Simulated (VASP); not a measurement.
Calculation: PBEsol GGA, VASP's PBE PAW potentials (set 64) (plane waves; VASP).

Input for VASP

### INCAR
```
SYSTEM=NaI
PREC=Accurate; ENCUT=500; LREAL=.False.
LASPH=.True.
EDIFF=1E-6; NELM=100; ALGO=Normal
LMAXMIX=4
ISMEAR=0; SIGMA=0.05
GGA=PS
IBRION=2; NSW=40; ISIF=3
EDIFFG=-0.02; PSTRESS=200
LWAVE=.False.; LCHARG=.False.
```

POSCAR:
```
NaI
1
    0.0000000000     2.9067934476     2.9067934476
    2.9067934476     0.0000000000     2.9067934476
    2.9067934476     2.9067934476     0.0000000000
Na I
1 1
Direct
  0.0000000000   0.0000000000   0.0000000000
  0.5000000000   0.5000000000   0.5000000000
```

**KPOINTS**
```
Automatic mesh
0
Gamma
8 8 8
0 0 0
```

POTCAR, in this order: Na_pv I (PBE.64 set). Program: vasp_std.

Output of the run:

**OSZICAR**
```
       N       E                     dE             d eps       ncg     rms          rms(c)
DAV:   1     0.802975729557E+02    0.80298E+02   -0.70590E+03   638   0.122E+03
DAV:   2     0.353606161897E+00   -0.79944E+02   -0.75491E+02   677   0.248E+02
DAV:   3    -0.518730517835E+01   -0.55409E+01   -0.55056E+01   773   0.683E+01
DAV:   4    -0.532885548572E+01   -0.14155E+00   -0.14141E+00   759   0.113E+01
DAV:   5    -0.533285344056E+01   -0.39980E-02   -0.39978E-02   793   0.194E+00    0.206E+00
DAV:   6    -0.528634172661E+01    0.46512E-01   -0.54131E-02   828   0.240E+00    0.140E+00
DAV:   7    -0.527581877063E+01    0.10523E-01   -0.46958E-02   854   0.193E+00    0.547E-01
DAV:   8    -0.527598039100E+01   -0.16162E-03   -0.22870E-03   695   0.616E-01    0.656E-02
DAV:   9    -0.527596048700E+01    0.19904E-04   -0.85833E-05   782   0.157E-01    0.188E-02
DAV:  10    -0.527596286032E+01   -0.23733E-05   -0.10123E-05   748   0.533E-02    0.569E-03
DAV:  11    -0.527596278005E+01    0.80269E-07   -0.10063E-06   612   0.158E-02
   1 F= 0.85589293E+00 E0= 0.85589293E+00  d E =0.855893E+00
       N       E                     dE             d eps       ncg     rms          rms(c)
DAV:   1    -0.760788785907E+01   -0.23319E+01   -0.75667E+01   749   0.128E+02    0.143E+01
DAV:   2    -0.501174483686E+01    0.25961E+01   -0.28976E+00   716   0.338E+01    0.613E+00
DAV:   3    -0.413361492310E+01    0.87813E+00   -0.16771E+00   716   0.178E+01    0.357E+00
DAV:   4    -0.410820893462E+01    0.25406E-01   -0.53033E-02   867   0.354E+00    0.200E+00
DAV:   5    -0.409814172667E+01    0.10067E-01   -0.39793E-03   704   0.644E-01    0.266E-01
DAV:   6    -0.409791797078E+01    0.22376E-03   -0.45007E-04   719   0.418E-01    0.161E-01
DAV:   7    -0.409789610197E+01    0.21869E-04   -0.64900E-05   817   0.744E-02    0.331E-02
DAV:   8    -0.409788587130E+01    0.10231E-04   -0.14576E-05   719   0.877E-02    0.145E-02
DAV:   9    -0.409788538958E+01    0.48172E-06   -0.11798E-06   358   0.175E-02
   2 F= 0.77220069E+00 E0= 0.77220069E+00  d E =-.836922E-01
       N       E                     dE             d eps       ncg     rms          rms(c)
DAV:   1    -0.533503551941E+01   -0.12371E+01   -0.16011E+01   752   0.782E+01    0.485E+00
DAV:   2    -0.488984853740E+01    0.44519E+00   -0.55369E-01   707   0.118E+01    0.244E+00
DAV:   3    -0.473595816454E+01    0.15389E+00   -0.31931E-01   716   0.777E+00    0.111E+00
DAV:   4    -0.473502588913E+01    0.93228E-03   -0.61024E-03   729   0.986E-01    0.112E+00
DAV:   5    -0.473201724240E+01    0.30086E-02   -0.69293E-04   725   0.409E-01    0.301E-01
DAV:   6    -0.473040969661E+01    0.16075E-02   -0.12173E-03   719   0.613E-01    0.439E-01
DAV:   7    -0.473042048532E+01   -0.10789E-04   -0.12596E-05   716   0.414E-02    0.484E-01
DAV:   8    -0.473037583749E+01    0.44648E-04   -0.95125E-06   668   0.295E-02    0.323E-01
DAV:   9    -0.473034873783E+01    0.27100E-04   -0.33436E-05   716   0.769E-02    0.849E-02
DAV:  10    -0.473034880792E+01   -0.70094E-07   -0.12636E-06   550   0.138E-02
   3 F= 0.64565363E+00 E0= 0.64565363E+00  d E =-.210239E+00
       N       E                     dE             d eps       ncg     rms          rms(c)
DAV:   1    -0.471637558963E+01    0.13973E-01   -0.11347E-02   749   0.188E+00    0.139E-01
DAV:   2    -0.471602904815E+01    0.34654E-03   -0.39157E-04   719   0.333E-01    0.683E-02
DAV:   3    -0.471591309904E+01    0.11595E-03   -0.24797E-04   719   0.214E-01    0.283E-02
DAV:   4    -0.471591235191E+01    0.74713E-06   -0.44635E-06   742   0.264E-02
   4 F= 0.64564381E+00 E0= 0.64564381E+00  d E =-.210249E+00
       N       E                     dE             d eps       ncg     rms          rms(c)
DAV:   1    -0.475231533740E+01   -0.36402E-01   -0.63825E-02   749   0.449E+00    0.323E-01
DAV:   2    -0.475040010528E+01    0.19152E-02   -0.22628E-03   716   0.795E-01    0.158E-01
DAV:   3    -0.474976836667E+01    0.63174E-03   -0.13931E-03   719   0.509E-01    0.666E-02
DAV:   4    -0.474976601491E+01    0.23518E-05   -0.23793E-05   761   0.590E-02    0.704E-02
DAV:   5    -0.474976619594E+01   -0.18103E-06   -0.25333E-07   436   0.905E-03
   5 F= 0.64593155E+00 E0= 0.64593155E+00  d E =0.287735E-03
       N       E                     dE             d eps       ncg     rms          rms(c)
DAV:   1    -0.473182822665E+01    0.17938E-01   -0.18567E-02   749   0.240E+00    0.169E-01
DAV:   2    -0.473125254430E+01    0.57568E-03   -0.66767E-04   716   0.436E-01    0.873E-02
DAV:   3    -0.473106331054E+01    0.18923E-03   -0.41371E-04   722   0.278E-01    0.449E-02
DAV:   4    -0.473106409326E+01   -0.78272E-06   -0.67197E-06   761   0.280E-02
   6 F= 0.64564987E+00 E0= 0.64564987E+00  d E =0.606048E-05
       N       E                     dE             d eps       ncg     rms          rms(c)
DAV:   1    -0.473438829133E+01   -0.33250E-02   -0.51506E-04   752   0.392E-01    0.552E-02
DAV:   2    -0.473436995297E+01    0.18338E-04   -0.22244E-05   713   0.754E-02    0.284E-02
DAV:   3    -0.473436366276E+01    0.62902E-05   -0.14868E-05   722   0.493E-02    0.375E-03
DAV:   4    -0.473436351564E+01    0.14712E-06   -0.30787E-07   340   0.912E-03
   7 F= 0.64568650E+00 E0= 0.64568650E+00  d E =0.426925E-04
       N       E                     dE             d eps       ncg     rms          rms(c)
DAV:   1    -0.473271401620E+01    0.16496E-02   -0.15139E-04   758   0.217E-01    0.161E-02
DAV:   2    -0.473270931354E+01    0.47027E-05   -0.53932E-06   674   0.388E-02    0.788E-03
DAV:   3    -0.473270788301E+01    0.14305E-05   -0.33292E-06   615   0.247E-02    0.333E-03
DAV:   4    -0.473270786888E+01    0.14133E-07   -0.50228E-08   328   0.286E-03
   8 F= 0.64567078E+00 E0= 0.64567078E+00  d E =0.269663E-04
```

File OUTCAR:
```
------------------------ aborting loop because EDIFF is reached ----------------------------------------
  FORCE on cell =-STRESS in cart. coord.  units (eV):
  Direction    XX          YY          ZZ          XY          YZ          ZX
  --------------------------------------------------------------------------------------
  Total        5.3386743      5.3386743      5.3386743     -0.0000000     -0.0000000      0.0000000
  in kB      198.5235562    198.5235562    198.5235562     -0.0000000     -0.0000000      0.0000000
  external PRESSURE =      -1.4764438 kB  Pullay stress =     200.0000000 kB
  volume of cell :       43.09
      direct lattice vectors                 reciprocal lattice vectors
     0.000000000  2.782492410  2.782492410    -0.179695009  0.179695009  0.179695009
     2.782492410  0.000000000  2.782492410     0.179695009 -0.179695009  0.179695009
     2.782492410  2.782492410 -0.000000000     0.179695009  0.179695009 -0.179695009
  FREE ENERGIE OF THE ION-ELECTRON SYSTEM (eV)
  ---------------------------------------------------
  free  energy   TOTEN  =        -4.7327078689 eV

  energy  without entropy=       -4.7327078689  energy(sigma->0) =       -4.73270787
  enthalpy is  TOTEN    =         0.6456707764 eV   P V=        5.3783786453

 reached required accuracy - stopping structural energy minimisation
```
(Selected blocks of OUTCAR.)

File CONTCAR:
```
NaI
   1.00000000000000
     0.0000000000000000    2.7824924098032517    2.7824924098032517
     2.7824924098032517    0.0000000000000000    2.7824924098032517
     2.7824924098032517    2.7824924098032517   -0.0000000000000000
  Na              I
     1     1
Direct
     1.0000000000000000    0.0000000000000000    0.0000000000000000
     0.5000000000000000    0.5000000000000000    0.5000000000000000
```

OUTCAR:
```
 val. band max:        4.9851383065   @ k =   0.0000   0.0000   0.0000

 cond. band min:       9.0357192293   @ k =   0.5000   0.5000   0.0000


 Fermi energy:         5.2285275558

 k-point     1 :       0.0000    0.0000    0.0000
  band No.  band energies     occupation
      1     -17.4205      2.00000
      2     -17.4205      2.00000
      3     -17.4205      2.00000
      4      -7.9562      2.00000
      5       4.9851      2.00000
      6       4.9851      2.00000
      7       4.9851      2.00000
      8      10.3040      0.00000
      9      12.4674      0.00000
     10      12.4675      0.00000
     11      12.4675      0.00000

 k-point     2 :       0.1250    0.0000    0.0000
  band No.  band energies     occupation
      1     -17.4285      2.00000
      2     -17.4206      2.00000
      3     -17.4206      2.00000
      4      -7.8204      2.00000
      5       4.0529      2.00000
      6       4.8569      2.00000
      7       4.8569      2.00000
      8      10.8399      0.00000
      9      12.3010      0.00000
     10      12.7543      0.00000
     11      12.7543      0.00000

 k-point     3 :       0.2500    0.0000    0.0000
  band No.  band energies     occupation
      1     -17.4475      2.00000
      2     -17.4209      2.00000
      3     -17.4209      2.00000
      4      -7.4604      2.00000
      5       2.3956      2.00000
      6       4.5761      2.00000
      7       4.5761      2.00000
      8      10.4459      0.00000
      9      12.9590      0.00000
     10      12.9590      0.00000
     11      13.9780      0.00000

 k-point     4 :       0.3750    0.0000    0.0000
  band No.  band energies     occupation
      1     -17.4661      2.00000
      2     -17.4212      2.00000
      3     -17.4212      2.00000
      4      -7.0393      2.00000
      5       1.0486      2.00000
      6       4.3270      2.00000
      7       4.3270      2.00000
      8      10.0003      0.00000
      9      12.6617      0.00000
...
```

Energy and stress use the plane-wave basis of the starting cell. Unless said otherwise, spin-orbit coupling is left out, though it shifts the bands of the heavy elements here.

The compound is NaI in the rock salt structure. This run relaxes it under an external pressure of 20 GPa. Symmetry was kept, so distortions that lower it aren't found.
